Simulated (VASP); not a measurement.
Input:

```
CELL_PARAMETERS angstrom
     -2.01285     2.01285     3.92990
      2.01285    -2.01285     3.92990
      2.01285     2.01285    -3.92990
ATOMIC_POSITIONS crystal
  Be 0.00000 0.00000 0.00000
  Be 0.75000 0.25000 0.50000
  Be 0.25000 0.75000 0.50000
  Zn 0.50000 0.50000 0.00000
  O  0.08336 0.08336 0.44108
  O  0.91664 0.35773 0.00000
  O  0.64227 0.64227 0.55892
  O  0.35773 0.91664 0.00000
```

Calculation: PBEsol GGA, VASP's PBE PAW potentials (set 64) (plane waves; VASP 6.6.1). Settings: 520 eV cut-off, 9×9×9 Γ-centred mesh, tetrahedra with Blöchl corrections, potentials Be Zn O.

The cores are frozen, which limits the accuracy of field gradients.

**Question.** Give the principal components of the electric field gradient (V/Å²) and the asymmetry η at each nucleus.

**Answer.** 
```csv
atom,Vxx,Vyy,Vzz,η
Be1,1.9,1.9,-3.9,0.00
Be2,-1.4,-1.4,2.7,0.00
Be3,-1.4,-1.4,2.7,0.00
Zn4,-3.4,-3.4,6.8,0.00
O5,8.0,5.0,-13.0,0.23
O6,8.0,5.0,-13.0,0.23
O7,8.0,5.0,-13.0,0.23
O8,8.0,5.0,-13.0,0.23
```

The structure comes from a computed database's Be3ZnO4 entry (I-42m); how it stands against other phases isn't given here. It was relaxed first.
